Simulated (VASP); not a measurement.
# PbO2 (Plattnerite): cell size against the level of theory, part 2 of 2

Which functional gives the lattice of PbO2 (Plattnerite) as experiment finds it, and is a dearer one worth its cost? LASPH is on for some levels and off for others; the table marks which. The start is a cell from a database of measured crystal structures.

VASP 6.6.1, plane waves and PAW; the level of theory is named at each step.

So far. Step 2 (Relaxation with PBE): It ends with a largest force of 0.001 eV/Å and a pressure of -0.02 GPa. The volume lies +6.9 % from that of the database's start. The conventional cell has a = 5.082 and c = 3.446 Å.

**3. Relaxation with LDA**

This step: LDA; plane waves and PAW (Pb_d, O) (VASP 6.6.1).

LDA, the lowest rung, knows the local density alone.

Input file INCAR:

```
SYSTEM = PbO2
PREC = Accurate
ENCUT = 560
EDIFF = 1E-06
NELM = 100
ISMEAR = -1
SIGMA = 0.05
LREAL = .FALSE.
ALGO = Normal
GGA = CA
NBANDS = 32
LORBIT = 11
LWAVE = .FALSE.
LCHARG = .FALSE.
KPAR = 2
IBRION = 2
NSW = 60
ISIF = 3
EDIFFG = -0.01
```

Input file POSCAR:

```
PbO2
1.0
    4.9577000000      0.0000000000      0.0000000000
    0.0000000000      4.9577000000      0.0000000000
    0.0000000000      0.0000000000      3.3879000000
Pb O
2 4
Direct
    0.0000000000      0.0000000000      0.0000000000
    0.5000000000      0.5000000000      0.5000000000
    0.3072000000      0.3072000000      0.0000000000
    0.1928000000      0.8072000000      0.5000000000
    0.6928000000      0.6928000000      0.0000000000
    0.8072000000      0.1928000000      0.5000000000
```

Input file KPOINTS:

```
Automatic mesh
0
Gamma
5 5 7
0 0 0
```

Potentials, in the order of the species: Pb_d and O (PBE family, release 64).

Launch:

```
mpirun -np 2 vasp_std
```

Output:

```text
[banner, memory and clock lines left out]
running    2 mpi-ranks, on    1 nodes
 distrk:  each k-point on    1 cores,    2 groups
 distr:  one band on    1 cores,    1 groups

 POSCAR found type information on POSCAR PbO
 POSCAR found :  2 types and       6 ions
|                                                                             |
|               ----> ADVICE to this user running VASP <----                  |
|                                                                             |
|     You enforced a specific xc type in the INCAR file but a different       |
|     [... a line on the potential file left out ...]
|     I HOPE YOU KNOW WHAT YOU ARE DOING!                                     |
|                                                                             |

 LDA part: xc-table for (Slater(with rela. corr.)+CA(PZ))
 , standard interpolation
 POSCAR, INCAR and KPOINTS ok, starting setup
 FFT: planning ... GRIDC
 FFT: planning ... GRID_SOFT
 FFT: planning ... GRID
 WAVECAR not read
 entering main loop
       N       E                     dE             d eps       ncg     rms          rms(c)
DAV:   1     0.700967463564E+03    0.70097E+03   -0.27385E+04  1536   0.210E+03
DAV:   2     0.538412873850E+02   -0.64713E+03   -0.62094E+03  1688   0.556E+02
DAV:   3    -0.383565116665E+02   -0.92198E+02   -0.90379E+02  2000   0.227E+02
DAV:   4    -0.419590682293E+02   -0.36026E+01   -0.35925E+01  1832   0.487E+01
DAV:   5    -0.421019888808E+02   -0.14292E+00   -0.14287E+00  2080   0.922E+00    0.129E+01
DAV:   6    -0.369030447567E+02    0.51989E+01   -0.20804E+01  2392   0.569E+01    0.439E+00
DAV:   7    -0.368628313771E+02    0.40213E-01   -0.16590E+00  1744   0.936E+00    0.265E+00
DAV:   8    -0.368041019706E+02    0.58729E-01   -0.48217E-01  2368   0.590E+00    0.115E+00
DAV:   9    -0.367771301066E+02    0.26972E-01   -0.10452E-01  2480   0.398E+00    0.109E-01
DAV:  10    -0.367780522427E+02   -0.92214E-03   -0.90559E-03  1744   0.601E-01    0.610E-02
DAV:  11    -0.367780471003E+02    0.51424E-05   -0.21474E-04  2272   0.119E-01    0.239E-02
DAV:  12    -0.367780443378E+02    0.27625E-05   -0.10392E-05  1920   0.251E-02    0.918E-03
DAV:  13    -0.367780437453E+02    0.59244E-06   -0.21676E-06  1488   0.156E-02
   1 F= -.36778044E+02 E0= -.36777081E+02  d E =-.367780E+02
 curvature:   0.00 expect dE= 0.000E+00 dE for cont linesearch  0.000E+00
 trial: gam= 0.00000 g(F)=  0.544E-04 g(S)=  0.112E-02 ort = 0.000E+00 (trialstep = 0.100E+01)
 search vector abs. value=  0.118E-02
 bond charge predicted
       N       E                     dE             d eps       ncg     rms          rms(c)
DAV:   1    -0.367869989997E+02   -0.89547E-02   -0.30818E-01  1984   0.795E+00    0.572E-01
DAV:   2    -0.367798068153E+02    0.71922E-02   -0.21704E-02  2080   0.182E+00    0.190E-01
DAV:   3    -0.367785689180E+02    0.12379E-02   -0.31213E-03  2056   0.123E+00    0.535E-02
DAV:   4    -0.367784973910E+02    0.71527E-04   -0.52784E-04  2432   0.340E-01    0.177E-02
DAV:   5    -0.367784958372E+02    0.15538E-05   -0.65926E-05  2304   0.956E-02    0.468E-03
DAV:   6    -0.367784948501E+02    0.98706E-06   -0.50034E-06  1728   0.592E-02
   2 F= -.36778495E+02 E0= -.36777551E+02  d E =-.451105E-03
[...]
3 F= -.36778515E+02 E0= -.36777569E+02  d E =-.471638E-03
[...]
4 F= -.36778869E+02 E0= -.36777916E+02  d E =-.353798E-03
 trial-energy change:   -0.000354  1 .order   -0.000354   -0.000552   -0.000156
 step:   1.3462(harm=  1.3462)  dis= 0.00048  next Energy=   -36.778901 (dE=-0.385E-03)
 bond charge predicted
       N       E                     dE             d eps       ncg     rms          rms(c)
DAV:   1    -0.367791607185E+02   -0.29063E-03   -0.17877E-02  1720   0.102E+00    0.910E-02
DAV:   2    -0.367789947724E+02    0.16595E-03   -0.61022E-04  2384   0.252E-01    0.546E-02
DAV:   3    -0.367788975788E+02    0.97194E-04   -0.17343E-04  2256   0.149E-01    0.499E-03
DAV:   4    -0.367788997310E+02   -0.21522E-05   -0.29270E-05  1808   0.422E-02    0.321E-03
DAV:   5    -0.367788995728E+02    0.15829E-06   -0.72386E-07  1152   0.884E-03
   5 F= -.36778900E+02 E0= -.36777943E+02  d E =-.384189E-03
 curvature:  -1.05 expect dE=-0.850E-06 dE for cont linesearch -0.102E-07
 trial: gam=-0.02348 g(F)=  0.201E-07 g(S)=  0.789E-06 ort = 0.294E-05 (trialstep = 0.104E+01)
 search vector abs. value=  0.116E-05
 reached required accuracy - stopping structural energy minimisation
```

It took 2.4 min on 2 MPI ranks of AMD EPYC 7R43, shared host; peak memory 0.35 GiB.

OUTCAR, selected parts (step 3):

```text
 Found     24 irreducible k-points:

   NELECT =      52.0000    total number of electrons

 E-fermi :   4.1986

 k-point     1 :       0.0000    0.0000    0.0000
  band No.  band energies     occupation
    ...
     23       3.4894      2.00000
     24       3.4894      2.00000
     25       3.5095      2.00000
     26       3.5095      2.00000
     27       4.2028      0.95794
     28       8.4163      0.00000
     29       9.8358      0.00000
     30       9.8358      0.00000
     31      13.5557      0.00000
     32      13.9131      0.00000

 k-point     2 :       0.2000    0.0000    0.0000
  band No.  band energies     occupation
    ...
     22       3.2801      2.00000
     23       3.4812      2.00000
     24       3.4972      2.00000
     25       3.5374      2.00000
     26       4.0374      1.92344
     27       4.4542      0.01197
     28       8.1263      0.00000
     29       9.9846      0.00000
     30      10.0542      0.00000
     31      13.6665      0.00000
    ...

  Total        0.0054806      0.0054806      0.0061718     -0.0000000      0.0000000      0.0000000
  in kB        0.1057967      0.1057967      0.1191406     -0.0000000      0.0000000      0.0000000
  external PRESSURE =       0.1102447 kB  Pullay stress =       0.0000000 kB

  energy-cutoff  :      560.00
  volume of cell :       83.00
      direct lattice vectors                 reciprocal lattice vectors
     4.942119692  0.000000000  0.000000000     0.202342327 -0.000000000  0.000000000
     0.000000000  4.942119692  0.000000000    -0.000000000  0.202342327  0.000000000
     0.000000000  0.000000000  3.398109346     0.000000000  0.000000000  0.294281289

 POSITION                                       TOTAL-FORCE (eV/Angst)
 -----------------------------------------------------------------------------------
      0.00000      0.00000      0.00000        -0.000000     -0.000000     -0.000000
      2.47106      2.47106      1.69905        -0.000000     -0.000000     -0.000000
      1.51917      1.51917      0.00000         0.000228      0.000228      0.000000
      0.95189      3.99023      1.69905        -0.000228      0.000228      0.000000
      3.42295      3.42295      0.00000        -0.000228     -0.000228     -0.000000
      3.99023      0.95189      1.69905         0.000228     -0.000228     -0.000000
 -----------------------------------------------------------------------------------
    total drift:                                0.000000      0.000000     -0.000000

  FREE ENERGIE OF THE ION-ELECTRON SYSTEM (eV)
  ---------------------------------------------------
  free  energy   TOTEN  =       -36.7788995728 eV

  energy  without entropy=      -36.7769869360  energy(sigma->0) =      -36.77794325

 total charge
# of ion       s       p       d       tot
------------------------------------------
    1        1.027   0.812  10.048  11.887
    2        1.027   0.812  10.048  11.887
    3        1.563   3.380   0.000   4.943
    4        1.563   3.380   0.000   4.943
    5        1.563   3.380   0.000   4.943
    6        1.563   3.380   0.000   4.943
--------------------------------------------------
tot          8.307  15.145  20.096  43.549

[... 9 parts as in an earlier step ...]

[... 5 further parts left out ...]
```

CONTCAR:

```
PbO2
   1.00000000000000
     4.9421196923517661    0.0000000000000000    0.0000000000000000
     0.0000000000000000    4.9421196923517661    0.0000000000000000
     0.0000000000000000    0.0000000000000000    3.3981093455999787
  Pb              O
     2     4
Direct
     0.0000000000000000    0.0000000000000000    0.0000000000000000
     0.5000000000000000    0.5000000000000000    0.5000000000000000
     0.3073926579700539    0.3073926579700539    0.0000000000000000
     0.1926073420299461    0.8073926579700540    0.5000000000000000
     0.6926073420299460    0.6926073420299460    0.0000000000000000
     0.8073926579700540    0.1926073420299461    0.5000000000000000
```

The PAW data sets were made with PBE, though LDA sets exist; this is a small mismatch.

The steps of the relaxation:

```tsv
step	energy less that of the first step (eV)	largest force (eV/Å)	pressure (GPa)	volume (Å³)
1	0.0000	0.0168	-0.33	83.27
2	-0.0005	0.0029	0.27	82.92
3	-0.0005	0.0014	0.19	82.98
4	-0.0008	0.0007	0.06	82.99
5	-0.0009	0.0003	0.01	83.00
```

```tsv
conventional cell, symmetrised	before	after	change
a (Å)	4.958	4.942	-0.3 %
b (Å)	4.958	4.942	-0.3 %
c (Å)	3.388	3.398	+0.3 %
volume (Å³/atom)	13.88	13.83	-0.3 %
```

Final coordinates:

```
Pb O
1.0
     4.94212    0.00000    0.00000
     0.00000    4.94212    0.00000
     0.00000    0.00000    3.39811
Pb O
2 4
Direct
  0.00000 0.00000 0.00000
  0.50000 0.50000 0.50000
  0.30739 0.30739 0.00000
  0.19261 0.80739 0.50000
  0.69261 0.69261 0.00000
  0.80739 0.19261 0.50000
```

This step gave:

```
free energy (TOTEN)             : -36.78 eV
energy at zero smearing         : -36.78 eV
Fermi energy                    : 4.199 eV
pressure                        : 0.01102 GPa
SCF cycles over all ionic steps : 34
gap on the k-mesh               : 0.1408 eV
least direct gap on the k-mesh  : 0.4168 eV
```

It ends at 13.83 Å³/atom, -0.3 % from the start, with 0.01 GPa left. The conventional cell has a = 4.942 and c = 3.398 Å.

**4. Relaxation with r2SCAN**

This step: r2SCAN; plane waves and PAW (Pb_d, O) (VASP 6.6.1).

r2SCAN adds the kinetic-energy density, costs more than a GGA and is run with LASPH.

Edit INCAR of step 3 so:

```diff
@@ -9,3 +9,4 @@
 ALGO = Normal
-GGA = CA
+METAGGA = R2SCAN
+LASPH = .TRUE.
 NBANDS = 32
```

POSCAR is that of step 3.

KPOINTS is that of step 3.

Launch:

```
mpirun -np 2 vasp_std
```

Output:

```text
[banner, memory and clock lines left out]
running    2 mpi-ranks, on    1 nodes
[...]
[... a notice as in an earlier step ...]

 LDA part: xc-table for (None), standard interpolation
 POSCAR, INCAR and KPOINTS ok, starting setup
[...]
entering main loop
       N       E                     dE             d eps       ncg     rms          rms(c)
DAV:   1     0.600891439153E+03    0.60089E+03   -0.27964E+04  1536   0.214E+03
DAV:   2    -0.683108269794E+02   -0.66920E+03   -0.64185E+03  1712   0.569E+02
DAV:   3    -0.159789901442E+03   -0.91479E+02   -0.90123E+02  1984   0.231E+02
DAV:   4    -0.163341145482E+03   -0.35512E+01   -0.35404E+01  1824   0.493E+01
[...]
DAV:  12    -0.142247453541E+03    0.12432E-03   -0.44492E-04  1968   0.195E-01    0.215E-02
DAV:  13    -0.142247447950E+03    0.55914E-05   -0.84173E-05  2320   0.101E-01    0.700E-03
DAV:  14    -0.142247447359E+03    0.59029E-06   -0.16379E-06  1336   0.147E-02
   1 F= -.14224745E+03 E0= -.14224636E+03  d E =-.142247E+03
[... from here on, the cycles between the ionic steps are left out ...]
   2 F= -.14224775E+03 E0= -.14224671E+03  d E =-.299831E-03
   3 F= -.14226612E+03 E0= -.14226508E+03  d E =-.186686E-01
   4 F= -.14226611E+03 E0= -.14226507E+03  d E =-.186659E-01
   5 F= -.14226621E+03 E0= -.14226517E+03  d E =-.929155E-04
 trial-energy change:   -0.000093  1 .order   -0.000095   -0.000130   -0.000060
 step:   1.6570(harm=  1.6570)  dis= 0.00132  next Energy=  -142.266234 (dE=-0.120E-03)
 reached required accuracy - stopping structural energy minimisation
```

The job ended after 10 min (2 MPI ranks; peak memory 0.43 GiB; 21 min of CPU time).

OUTCAR, selected parts (step 4):

```text
  Total        0.0437918      0.0437918     -0.0022315      0.0000000      0.0000000      0.0000000
  in kB        0.8252457      0.8252457     -0.0420519      0.0000000      0.0000000      0.0000000
  external PRESSURE =       0.5361465 kB  Pullay stress =       0.0000000 kB

 POSITION                                       TOTAL-FORCE (eV/Angst)
 -----------------------------------------------------------------------------------
      0.00000      0.00000      0.00000         0.000000     -0.000000      0.000000
      2.49461      2.49461      1.70776         0.000000     -0.000000      0.000000
      1.53256      1.53256      0.00000         0.005795      0.005795     -0.000000
      0.96205      4.02716      1.70776        -0.005795      0.005795      0.000000
      3.45666      3.45666      3.41551        -0.005795     -0.005795      0.000000
      4.02716      0.96205      1.70776         0.005795     -0.005795      0.000000
 -----------------------------------------------------------------------------------
    total drift:                                0.000000      0.000000     -0.000000

  FREE ENERGIE OF THE ION-ELECTRON SYSTEM (eV)
  ---------------------------------------------------
  free  energy   TOTEN  =      -142.2662061668 eV

  energy  without entropy=     -142.2641277806  energy(sigma->0) =     -142.26516697

[... 2 parts as in an earlier step ...]

[... 2 further parts left out ...]
[key lines of the parts left out:]
E-fermi :   3.8339
```

The PAW data sets were made with PBE, which is usual practice but a small mismatch for other functionals.

Relaxation path:

```tsv
step	energy less that of the first step (eV)	largest force (eV/Å)	pressure (GPa)	volume (Å³)
1	0.0000	0.0499	3.36	83.27
2	-0.0003	0.0880	-3.05	86.83
3	-0.0187	0.0239	-0.01	85.03
4	-0.0187	0.0229	0.06	84.99
5	-0.0188	0.0082	0.05	85.02
```

```tsv
conventional cell, symmetrised	before	after	change
a (Å)	4.958	4.989	+0.6 %
b (Å)	4.958	4.989	+0.6 %
c (Å)	3.388	3.416	+0.8 %
volume (Å³/atom)	13.88	14.17	+2.1 %
```

The relaxed structure:

```cif
data_structure
_symmetry_space_group_name_H-M 'P 1'
_symmetry_Int_Tables_number 1
_cell_length_a 4.9892
_cell_length_b 4.9892
_cell_length_c 3.4155
_cell_angle_alpha 90.000
_cell_angle_beta 90.000
_cell_angle_gamma 90.000
_cell_volume 85.02
loop_
_atom_site_label
_atom_site_type_symbol
_atom_site_fract_x
_atom_site_fract_y
_atom_site_fract_z
_atom_site_occupancy
Pb1 Pb 0.00000 0.00000 0.00000 1
Pb2 Pb 0.50000 0.50000 0.50000 1
O3 O 0.30717 0.30717 0.00000 1
O4 O 0.19283 0.80717 0.50000 1
O5 O 0.69283 0.69283 0.00000 1
O6 O 0.80717 0.19283 0.50000 1
```

It ends at 14.17 Å³/atom, +2.1 % from the start, with 0.05 GPa left. The conventional cell has a = 4.989 and c = 3.416 Å.

**5. Relaxation with PBE + D3(BJ)**

This step: PBE with D3(BJ); plane waves and PAW (Pb_d, O) (VASP 6.6.1).

A dispersion term adds the long-range attraction that semilocal functionals lack. D3 with Becke-Johnson damping keeps a finite attraction at short range.

Edit INCAR of step 4 so:

```diff
@@ -9,4 +9,4 @@
 ALGO = Normal
-METAGGA = R2SCAN
-LASPH = .TRUE.
+GGA = PE
+IVDW = 12
 NBANDS = 32
```

POSCAR is that of step 4.

KPOINTS is that of step 4.

Launch:

```
mpirun -np 2 vasp_std
```

Output:

```text
[... set-up lines as in an earlier step ...]
 entering main loop
       N       E                     dE             d eps       ncg     rms          rms(c)
[... 14 cycles as in an earlier step ...]
   1 F= -.33007094E+02 E0= -.33006119E+02  d E =-.330071E+02
[... from here on, the cycles between the ionic steps are left out ...]
   2 F= -.33031823E+02 E0= -.33028457E+02  d E =-.247288E-01
   3 F= -.33081463E+02 E0= -.33079575E+02  d E =-.743690E-01
   4 F= -.33081444E+02 E0= -.33079587E+02  d E =-.743494E-01
   5 F= -.33082044E+02 E0= -.33080205E+02  d E =-.600234E-03
   6 F= -.33082178E+02 E0= -.33080354E+02  d E =-.734465E-03
   7 F= -.33082207E+02 E0= -.33080337E+02  d E =-.286706E-04
   8 F= -.33082211E+02 E0= -.33080353E+02  d E =-.326267E-04
[...]
reached required accuracy - stopping structural energy minimisation
```

The job ended after 3.8 min (2 MPI ranks; peak memory 0.43 GiB; 7.5 min of CPU time).

From OUTCAR (step 5):

```text
 Edisp (eV)   -1.24038

 Edisp (eV)   -1.24083

  Total       0.00093     0.00093    -0.03962     0.00000     0.00000     0.00000
  in kB       0.01702     0.01702    -0.72855     0.00000     0.00000     0.00000
  external pressure =       -0.23 kB  Pullay stress =        0.00 kB

 POSITION                                       TOTAL-FORCE (eV/Angst)
 -----------------------------------------------------------------------------------
      0.00000      0.00000      0.00000        -0.000000      0.000000      0.000000
      2.51491      2.51491      1.72206        -0.000000      0.000000      0.000000
      1.54692      1.54692      0.00000        -0.002121     -0.002121      0.000000
      0.96798      4.06183      1.72206         0.002121     -0.002121      0.000000
      3.48289      3.48289      0.00000         0.002121      0.002121      0.000000
      4.06183      0.96798      1.72206        -0.002121      0.002121      0.000000
 -----------------------------------------------------------------------------------
    total drift:                                0.000000      0.000000      0.000000

  FREE ENERGIE OF THE ION-ELECTRON SYSTEM (eV)
  ---------------------------------------------------
  free  energy   TOTEN  =       -33.0822108577 eV

  energy  without entropy=      -33.0784950325  energy(sigma->0) =      -33.08035295

[... 2 parts as in an earlier step ...]

[... 2 further parts left out ...]
[key lines of the parts left out:]
E-fermi :   4.0159
```

Relaxation path:

```tsv
step	energy less that of the first step (eV)	largest force (eV/Å)	pressure (GPa)	volume (Å³)
1	0.0000	0.0727	6.57	83.27
2	-0.0247	0.1423	-4.39	90.32
3	-0.0744	0.0617	0.04	87.00
4	-0.0743	0.0595	0.15	86.92
5	-0.0750	0.0209	0.12	86.99
6	-0.0751	0.0076	0.10	87.04
7	-0.0751	0.0009	-0.07	87.16
8	-0.0751	0.0030	-0.02	87.13
```

```tsv
conventional cell, symmetrised	before	after	change
a (Å)	4.958	5.030	+1.5 %
b (Å)	4.958	5.030	+1.5 %
c (Å)	3.388	3.444	+1.7 %
volume (Å³/atom)	13.88	14.52	+4.6 %
```

Final coordinates:

```cif
data_structure
_symmetry_space_group_name_H-M 'P 1'
_symmetry_Int_Tables_number 1
_cell_length_a 5.0298
_cell_length_b 5.0298
_cell_length_c 3.4441
_cell_angle_alpha 90.000
_cell_angle_beta 90.000
_cell_angle_gamma 90.000
_cell_volume 87.13
loop_
_atom_site_label
_atom_site_type_symbol
_atom_site_fract_x
_atom_site_fract_y
_atom_site_fract_z
_atom_site_occupancy
Pb1 Pb 0.00000 0.00000 0.00000 1
Pb2 Pb 0.50000 0.50000 0.50000 1
O3 O 0.30755 0.30755 0.00000 1
O4 O 0.19245 0.80755 0.50000 1
O5 O 0.69245 0.69245 0.00000 1
O6 O 0.80755 0.19245 0.50000 1
```

It ends at 14.52 Å³/atom, +4.6 % from the start, with -0.02 GPa left. The conventional cell has a = 5.030 and c = 3.444 Å. Against plain PBE, the dispersion term moves a by -1.0 % and c by -0.1 %.

**6. The cells as a table**

This step: relaxed cells at several levels; plane waves and PAW (VASP 6.6.1).

Derived from the runs above.

Lengths are those of the conventional cell; cost is the wall time of each run, as given at its step, times its ranks, without the set-up around it; LASPH differs between rows, which moves results and costs too. Results by level, by row:

```tsv
level	volume (Å³/atom)	change from the start (%)	a (Å)	c (Å)	cost (core minutes)	LASPH
PBE	14.84	6.9	5.082	3.446	8.74	off
LDA	13.83	-0.3	4.942	3.398	4.8	off
r2SCAN	14.17	2.1	4.989	3.416	20.6	on
PBE + D3(BJ)	14.52	4.6	5.03	3.444	7.5	off
```

**7. Results**

| Quantity | Value |
| --- | --- |
| volume, PBE | 14.84 Å³/atom |
| volume, LDA | 13.83 Å³/atom |
| volume, r2SCAN | 14.17 Å³/atom |
| volume, PBE + D3(BJ) | 14.52 Å³/atom |

In words: For PbO2 (Plattnerite) the levels give volumes between 13.83 Å³/atom (LDA) and 14.84 Å³/atom (PBE), a spread of 7.2 %, while the cost of the finished runs spans a factor of 4.3. Against the volume of the start, a cell from experiment, LDA comes nearest (-0.3 %) and PBE lies farthest (+6.9 %); thermal expansion is in that cell alone. Within 2 % of it: LDA. The costs hold the number of ionic steps as well as the price of the functional. Against the listed lengths the levels give a from -0.3 % to +2.5 % and c from +0.3 % to +1.7 %. Adding D3(BJ) to PBE changes the volume by -2.1 % (a by -1.0 % and c by -0.1 %). Within 0.02 Å all end in space group P4_2/mnm; the runs can't lower the symmetry of the start. Spin-orbit coupling is left out. LASPH is on for some levels and off for others, so differences between them are not the functional's alone. Each is a single relaxation on the plane waves of the start cell, so larger changes of volume carry a basis-set error that was not tested here. Zero-point and thermal expansion are not included.

[Lines on the potential files, build, host, timing and source positions are cut from VASP's logs without a mark.]

[Logs are printed without paths, hosts, clocks, repeated set-up lines and the standing remarks that a program may print on its own settings, such as how far it seeks lower states.]

[Hosts, paths, dates, database ids (printed as entryN), source tags and the programs' standing remarks are cut or masked in the printed files.]

[A measured line is paired with the nearest computed mode of its activity, which favours agreement.]

[In band tables of VASP the shares of atoms and orbitals are scaled to a sum of 1 inside the atoms' spheres.]
